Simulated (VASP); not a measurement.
Level of theory: SCAN meta-GGA, VASP's PBE PAW potentials (set 64) (plane waves; VASP 6.6.1).

VASP ran on this input.

### KPOINTS
```
Automatic mesh
0
Gamma
16 16 16
0 0 0
```

**INCAR**
```
SYSTEM=Fe
PREC=Accurate; ENCUT=520; LREAL=.FALSE.
LASPH=.TRUE.
EDIFF=1E-6; NELM=100; ALGO=Normal
LMAXMIX=4; LMIXTAU=.TRUE.
ISMEAR=1; SIGMA=0.1
METAGGA=SCAN
ISPIN=2; MAGMOM=2.5
IBRION=2; NSW=60; ISIF=3
EDIFFG=-0.01
LWAVE=.FALSE.; LCHARG=.FALSE.; LORBIT=10
```

File POSCAR:
```
Fe
1
   -1.4350000000     1.4350000000     1.4350000000
    1.4350000000    -1.4350000000     1.4350000000
    1.4350000000     1.4350000000    -1.4350000000
Fe
1
Direct
  0.0000000000   0.0000000000   0.0000000000
```

POTCAR, in this order: Fe (PBE.64 set). Program: vasp_std.

Output of the run:

**OUTCAR**
```
 ion  position               nearest neighbor table
   1  0.000  0.000  0.000-
  LATTYP: Found a body centered cubic cell.
 ALAT       =     2.8700000000
 Subroutine PRICEL returns:
 Original cell was already a primitive cell.
 Subroutine GETGRP returns: Found 48 space group operations
The static configuration has the point symmetry O_h .
The dynamic configuration has the point symmetry O_h .
The overall configuration has the point symmetry O_h .
 Subroutine INISYM returns: Found 48 space group operations
 Subroutine IBZKPT returns following result:
 Found    145 irreducible k-points:

 Following reciprocal coordinates:
            Coordinates               Weight
  0.000000  0.000000  0.000000      1.000000
  0.062500  0.000000  0.000000     12.000000
  0.125000  0.000000  0.000000     12.000000
  0.187500  0.000000  0.000000     12.000000
  0.250000  0.000000  0.000000     12.000000
  0.312500  0.000000  0.000000     12.000000
  0.375000  0.000000  0.000000     12.000000
  0.437500  0.000000  0.000000     12.000000
  0.500000  0.000000  0.000000      6.000000
  0.062500  0.062500  0.000000     24.000000
  0.125000  0.062500 -0.000000     48.000000
  0.187500  0.062500  0.000000     48.000000
  0.250000  0.062500 -0.000000     48.000000
  0.312500  0.062500 -0.000000     48.000000
  0.375000  0.062500 -0.000000     48.000000
  0.437500  0.062500  0.000000     48.000000
  0.125000  0.125000  0.000000     24.000000
  0.187500  0.125000 -0.000000     48.000000
  0.250000  0.125000 -0.000000     48.000000
  0.312500  0.125000 -0.000000     48.000000
  0.375000  0.125000  0.000000     48.000000
  0.437500  0.125000  0.000000     24.000000
  0.187500  0.187500  0.000000     24.000000
  0.250000  0.187500 -0.000000     48.000000
  0.312500  0.187500  0.000000     48.000000
  0.375000  0.187500  0.000000     48.000000
  0.250000  0.250000  0.000000     24.000000
  0.312500  0.250000  0.000000     48.000000
  0.375000  0.250000 -0.000000     24.000000
  0.312500  0.312500  0.000000     24.000000
  0.062500  0.062500  0.062500      8.000000
  0.125000  0.062500  0.062500     24.000000
  0.187500  0.062500  0.062500     24.000000
  0.250000  0.062500  0.062500     24.000000
  0.312500  0.062500  0.062500     24.000000
  0.375000  0.062500  0.062500     24.000000
  0.437500  0.062500  0.062500     12.000000
 -0.062500  0.062500  0.062500      6.000000
  0.125000  0.125000  0.062500     24.000000
  0.187500  0.125000  0.062500     48.000000
   k-points           NKPTS =    145   k-points in BZ     NKDIM =    145   number of bands    NBANDS=      9
   number of dos      NEDOS =    301   number of ions     NIONS =      1
   total plane-waves  NPLWV =   5832
   dimension x,y,z NGX =    18 NGY =   18 NGZ =   18
   dimension x,y,z NGXF=    36 NGYF=   36 NGZF=   36
   ions per type =               1
   PREC   = accura    normal or accurate (medium, high low for compatibility)
   ISTART =      0    job   : 0-new  1-cont  2-samecut
   ICHARG =      2    charge: 1-file 2-atom 10-const
   ISPIN  =      2    spin polarized calculation?
   LNONCOLLINEAR =      F non collinear calculations
   LSORBIT =      F    spin-orbit coupling
   INIWAV =      1    electr: 0-lowe 1-rand  2-diag
   ENCUT  =  520.0 eV  38.22 Ry    6.18 a.u.   4.62  4.62  4.62*2*pi/ulx,y,z
   NELM   =    100;   NELMIN=  2; NELMDL= -5     # of ELM steps
   EDIFF  = 0.1E-05   stopping-criterion for ELM
   LREAL  =      F    real-space projection
   NLSPLINE    = F    spline interpolate recip. space projectors
   LMAXMIX     =    4 max onsite mixed and CHGCAR
...
```

File OSZICAR:
```
       N       E                     dE             d eps       ncg     rms          rms(c)
DAV:   1     0.708623568098E+01    0.70862E+01   -0.41773E+03  5396   0.109E+03
DAV:   2    -0.197174756411E+02   -0.26804E+02   -0.24984E+02  5249   0.135E+02
DAV:   3    -0.200748311672E+02   -0.35736E+00   -0.35623E+00  5908   0.220E+01
DAV:   4    -0.200768139836E+02   -0.19828E-02   -0.19825E-02  5772   0.154E+00
DAV:   5    -0.200768359271E+02   -0.21944E-04   -0.21944E-04  5647   0.145E-01    0.130E+01
DAV:   6    -0.181965234644E+02    0.18803E+01   -0.26642E+01  5559   0.836E+01    0.104E+01
DAV:   7    -0.180886204627E+02    0.10790E+00   -0.31590E+00  6159   0.261E+01    0.538E+00
DAV:   8    -0.180906863238E+02   -0.20659E-02   -0.34072E-02  5536   0.249E+00    0.170E+00
DAV:   9    -0.180836103135E+02    0.70760E-02   -0.25332E-02  5550   0.186E+00    0.474E-01
DAV:  10    -0.180842650459E+02   -0.65473E-03   -0.84105E-03  5377   0.131E+00    0.210E-01
DAV:  11    -0.180842015303E+02    0.63516E-04   -0.15614E-03  5383   0.556E-01    0.107E-01
DAV:  12    -0.180842450055E+02   -0.43475E-04   -0.32984E-04  5433   0.269E-01    0.541E-02
DAV:  13    -0.180841423125E+02    0.10269E-03   -0.71579E-05  5674   0.105E-01    0.213E-02
DAV:  14    -0.180841503214E+02   -0.80090E-05   -0.10484E-05  5335   0.428E-02    0.756E-03
DAV:  15    -0.180841518935E+02   -0.15721E-05   -0.34721E-06  4001   0.230E-02    0.140E-03
DAV:  16    -0.180841518932E+02    0.31741E-09   -0.25054E-07  3485   0.631E-03
   1 F= -.18084152E+02 E0= -.18084171E+02  d E =-.180842E+02  mag=     2.5938
       N       E                     dE             d eps       ncg     rms          rms(c)
DAV:   1    -0.183861851426E+02   -0.30203E+00   -0.71984E+00  5498   0.467E+01    0.586E+00
DAV:   2    -0.181036444771E+02    0.28254E+00   -0.29692E+00  5576   0.273E+01    0.517E+00
DAV:   3    -0.180897873326E+02    0.13857E-01   -0.21693E-01  5498   0.668E+00    0.183E+00
DAV:   4    -0.180817648405E+02    0.80225E-02   -0.12086E-02  5394   0.166E+00    0.477E-01
DAV:   5    -0.180793457257E+02    0.24191E-02   -0.21097E-02  7306   0.128E+00    0.360E-01
DAV:   6    -0.180795077485E+02   -0.16202E-03   -0.93287E-03  5637   0.140E+00    0.415E-01
DAV:   7    -0.180789355043E+02    0.57224E-03   -0.70124E-04  5998   0.377E-01    0.433E-01
DAV:   8    -0.180789922525E+02   -0.56748E-04   -0.69597E-06  5150   0.368E-02    0.431E-01
DAV:   9    -0.180783045636E+02    0.68769E-03   -0.62025E-02  6231   0.343E+00    0.552E-01
DAV:  10    -0.180795144490E+02   -0.12099E-02   -0.21048E-02  5819   0.215E+00    0.258E-01
DAV:  11    -0.180796129957E+02   -0.98547E-04   -0.95184E-03  5994   0.132E+00    0.127E-01
DAV:  12    -0.180799858010E+02   -0.37281E-03   -0.41875E-03  5921   0.921E-01    0.171E-01
DAV:  13    -0.180799231375E+02    0.62663E-04   -0.18044E-03  6141   0.576E-01    0.695E-03
DAV:  14    -0.180799061495E+02    0.16988E-04   -0.16408E-05  5673   0.568E-02    0.263E-02
DAV:  15    -0.180798715382E+02    0.34611E-04   -0.72392E-06  3987   0.348E-02    0.159E-02
DAV:  16    -0.180798516990E+02    0.19839E-04   -0.27477E-06  3931   0.197E-02    0.108E-02
DAV:  17    -0.180798254766E+02    0.26222E-04   -0.39442E-06  3981   0.261E-02    0.172E-03
DAV:  18    -0.180798164376E+02    0.90390E-05   -0.20481E-07  2626   0.591E-03    0.410E-04
DAV:  19    -0.180798122110E+02    0.42266E-05   -0.98804E-08  2610   0.412E-03    0.821E-04
DAV:  20    -0.180798109847E+02    0.12264E-05   -0.12641E-08  2610   0.182E-03    0.817E-04
DAV:  21    -0.180798113560E+02   -0.37131E-06   -0.21739E-09  2610   0.480E-04
   2 F= -.18079811E+02 E0= -.18079743E+02  d E =0.434054E-02  mag=     2.5615
       N       E                     dE             d eps       ncg     rms          rms(c)
DAV:   1    -0.181841473180E+02   -0.10434E+00   -0.22546E+00  5456   0.273E+01    0.290E+00
DAV:   2    -0.181017214862E+02    0.82426E-01   -0.11391E+00  5632   0.159E+01    0.309E+00
DAV:   3    -0.180924805009E+02    0.92410E-02   -0.17012E-01  5454   0.617E+00    0.114E+00
DAV:   4    -0.180914842263E+02    0.99627E-03   -0.17276E-03  5466   0.506E-01    0.389E-01
DAV:   5    -0.180908139565E+02    0.67027E-03   -0.69098E-03  6485   0.757E-01    0.148E-01
DAV:   6    -0.180909927878E+02   -0.17883E-03   -0.46289E-04  6505   0.281E-01    0.744E-02
DAV:   7    -0.180910156303E+02   -0.22842E-04   -0.58320E-05  5332   0.876E-02    0.322E-02
DAV:   8    -0.180909893232E+02    0.26307E-04   -0.13441E-05  5433   0.424E-02    0.510E-03
DAV:   9    -0.180909973765E+02   -0.80533E-05   -0.46164E-06  4104   0.245E-02    0.316E-03
DAV:  10    -0.180909930975E+02    0.42790E-05   -0.18343E-06  3959   0.171E-02    0.312E-03
DAV:  11    -0.180909947428E+02   -0.16452E-05   -0.61021E-07  3622   0.878E-03    0.434E-04
DAV:  12    -0.180909941440E+02    0.59883E-06   -0.35147E-08  2610   0.239E-03
   3 F= -.18090994E+02 E0= -.18091060E+02  d E =-.684225E-02  mag=     2.5878
       N       E                     dE             d eps       ncg     rms          rms(c)
DAV:   1    -0.180913549471E+02   -0.36020E-03   -0.80549E-03  5470   0.160E+00    0.170E-01
DAV:   2    -0.180909448379E+02    0.41011E-03   -0.38701E-03  5614   0.941E-01    0.180E-01
DAV:   3    -0.180909970803E+02   -0.52242E-04   -0.54400E-04  5486   0.349E-01    0.714E-02
DAV:   4    -0.180909803643E+02    0.16716E-04   -0.60920E-06  5393   0.290E-02    0.229E-02
DAV:   5    -0.180909794679E+02    0.89645E-06   -0.33222E-05  6471   0.492E-02    0.510E-03
DAV:   6    -0.180909802908E+02   -0.82294E-06   -0.33565E-06  3981   0.234E-02
   4 F= -.18090980E+02 E0= -.18091056E+02  d E =-.682840E-02  mag=     2.5878
```

### OUTCAR
```
------------------------ aborting loop because EDIFF is reached ----------------------------------------
  FORCE on cell =-STRESS in cart. coord.  units (eV):
  Direction    XX          YY          ZZ          XY          YZ          ZX
  --------------------------------------------------------------------------------------
  Total        0.0075050      0.0075050      0.0075050      0.0000000     -0.0000000      0.0000000
  in kB        1.0451870      1.0451870      1.0451870      0.0000000     -0.0000000      0.0000000
  external PRESSURE =       1.0451870 kB  Pullay stress =       0.0000000 kB
  volume of cell :       11.50
      direct lattice vectors                 reciprocal lattice vectors
    -1.422121098  1.422121098  1.422121098     0.000000000  0.351587499  0.351587499
     1.422121098 -1.422121098  1.422121098     0.351587499  0.000000000  0.351587499
     1.422121098  1.422121098 -1.422121098     0.351587499  0.351587499  0.000000000
 POSITION                                       TOTAL-FORCE (eV/Angst)
 -----------------------------------------------------------------------------------
      0.00000     -0.00000      0.00000        -0.000000      0.000000     -0.000000
 -----------------------------------------------------------------------------------
    total drift:                                0.000000      0.000000      0.000000
  FREE ENERGIE OF THE ION-ELECTRON SYSTEM (eV)
  ---------------------------------------------------
  free  energy   TOTEN  =       -18.0909802908 eV

  energy  without entropy=      -18.0912088934  energy(sigma->0) =      -18.09105649

 total charge

# of ion       s       p       d       tot
------------------------------------------
    1        0.495   0.555   6.225   7.275

 magnetization (x)

# of ion       s       p       d       tot
------------------------------------------
    1       -0.020  -0.089   2.713   2.604

 reached required accuracy - stopping structural energy minimisation
```
(Selected blocks of OUTCAR.)

File CONTCAR:
```
Fe
   1.00000000000000
    -1.4221210977100547    1.4221210977100547    1.4221210977100547
     1.4221210977100547   -1.4221210977100547    1.4221210977100547
     1.4221210977100547    1.4221210977100547   -1.4221210977100547
  Fe
     1
Direct
     0.0000000000000000    0.0000000000000000    0.0000000000000000
```

OUTCAR:
```
 val. band max:        5.5551410934   @ k =  -0.4375   0.5000   0.1875

 cond. band min:       5.5705214349   @ k =   0.1250   0.0625  -0.0000


 Fermi energy:         5.5591572730

 spin component 1

 k-point     1 :       0.0000    0.0000    0.0000
  band No.  band energies     occupation
      1      -3.1725      1.00000
      2       2.7490      1.00000
      3       2.7490      1.00000
      4       2.7497      1.00000
      5       3.9283      1.00000
      6       3.9288      1.00000
      7      31.3547      0.00000
      8      31.3547      0.00000
      9      31.3551      0.00000

 k-point     2 :       0.0625    0.0000    0.0000
  band No.  band energies     occupation
      1      -3.0067      1.00000
      2       2.7061      1.00000
      3       2.7468      1.00000
      4       2.8352      1.00000
      5       3.8864      1.00000
      6       3.9318      1.00000
      7      30.1888      0.00000
      8      31.0908      0.00000
      9      31.1998      0.00000

 k-point     3 :       0.1250    0.0000    0.0000
  band No.  band energies     occupation
      1      -2.5227      1.00000
      2       2.5850      1.00000
      3       2.7244      1.00000
      4       3.0840      1.00000
      5       3.7960      1.00000
      6       3.9426      1.00000
      7      27.6667      0.00000
      8      30.1853      0.00000
      9      30.8349      0.00000

 k-point     4 :       0.1875    0.0000    0.0000
  band No.  band energies     occupation
      1      -1.7704      1.00000
      2       2.4074      1.00000
      3       2.6660      1.00000
      4       3.4708      1.00000
      5       3.7423      1.00000
      6       3.9629      1.00000
      7      24.6898      0.00000
      8      28.8302      0.00000
      9      30.4221      0.00000

 k-point     5 :       0.2500    0.0000    0.0000
  band No.  band energies     occupation
      1      -0.8779      1.00000
...
```

Energy and stress use the plane-wave basis of the starting cell.

The compound is Fe in the bcc structure. This run relaxes it. Symmetry was kept, so distortions that lower it aren't found.
